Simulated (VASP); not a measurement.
Level of theory: PBEsol GGA, VASP's PBE PAW potentials (set 64) (plane waves; VASP).

The input files of a VASP run:

File POSCAR:
```
Sb
1.0
  3.0676341557   0.0000000000   0.0000000000
  0.0000000000   3.0676341557   0.0000000000
  0.0000000000   0.0000000000   3.0676341557
Sb
1
direct
  0.0000000000   0.0000000000   0.0000000000
```

INCAR:
```
SYSTEM = Sb
PREC = Accurate; ENCUT = 400; LREAL = .False.
LASPH = .True.
EDIFF = 1E-6; NELM = 100; ALGO = Normal
LMAXMIX = 4
ISMEAR = 1; SIGMA = 0.1
GGA = PS
IBRION = 2; NSW = 60; ISIF = 3
EDIFFG = -0.01
LWAVE = .False.; LCHARG = .False.
```

**KPOINTS**
```
Regular mesh
0
Gamma
11 11 11
0 0 0
```

POTCAR, in this order: Sb (PBE.64 set). Program: vasp_std.

The run wrote:

File OSZICAR:
```
       N       E                     dE             d eps       ncg     rms          rms(c)
DAV:   1     0.640072150696E+01    0.64007E+01   -0.13820E+03   678   0.427E+02
DAV:   2    -0.430110956626E+01   -0.10702E+02   -0.97453E+01   912   0.672E+01
DAV:   3    -0.451361475843E+01   -0.21251E+00   -0.21194E+00   804   0.101E+01
DAV:   4    -0.451475664537E+01   -0.11419E-02   -0.11419E-02  1008   0.939E-01
DAV:   5    -0.451475773240E+01   -0.10870E-05   -0.10860E-05   834   0.224E-02    0.197E+00
DAV:   6    -0.451348719752E+01    0.12705E-02   -0.19693E-04   906   0.145E-01    0.117E+00
DAV:   7    -0.451256481591E+01    0.92238E-03   -0.58026E-04   798   0.230E-01    0.565E-02
DAV:   8    -0.451257703165E+01   -0.12216E-04   -0.19567E-05   972   0.389E-02    0.449E-03
DAV:   9    -0.451257788757E+01   -0.85592E-06   -0.59369E-07   822   0.680E-03
   1 F= -.45125779E+01 E0= -.45127964E+01  d E =-.451258E+01
```

File OUTCAR:
```
------------------------ aborting loop because EDIFF is reached ----------------------------------------
  FORCE on cell =-STRESS in cart. coord.  units (eV):
  Direction    XX          YY          ZZ          XY          YZ          ZX
  --------------------------------------------------------------------------------------
  Total        0.0004806      0.0004806      0.0004806     -0.0000000     -0.0000000      0.0000000
  in kB        0.0266760      0.0266760      0.0266760     -0.0000000     -0.0000000      0.0000000
  external PRESSURE =       0.0266760 kB  Pullay stress =       0.0000000 kB
  volume of cell :       28.87
      direct lattice vectors                 reciprocal lattice vectors
     3.067634156  0.000000000  0.000000000     0.325984113  0.000000000  0.000000000
     0.000000000  3.067634156  0.000000000     0.000000000  0.325984113  0.000000000
     0.000000000  0.000000000  3.067634156     0.000000000  0.000000000  0.325984113
 POSITION                                       TOTAL-FORCE (eV/Angst)
 -----------------------------------------------------------------------------------
      0.00000      0.00000      0.00000         0.000000      0.000000      0.000000
 -----------------------------------------------------------------------------------
    total drift:                                0.000000      0.000000     -0.000000
  FREE ENERGIE OF THE ION-ELECTRON SYSTEM (eV)
  ---------------------------------------------------
  free  energy   TOTEN  =        -4.5125778876 eV

  energy  without entropy=       -4.5132333180  energy(sigma->0) =       -4.51279636

 reached required accuracy - stopping structural energy minimisation
```
(Selected blocks of OUTCAR.)

The structure was generated: Sb was put into the simple-cubic type (Pm-3m), which need not be its known phase. It was relaxed first, which changed the volume by -6 %. The start is the result of an earlier pass.
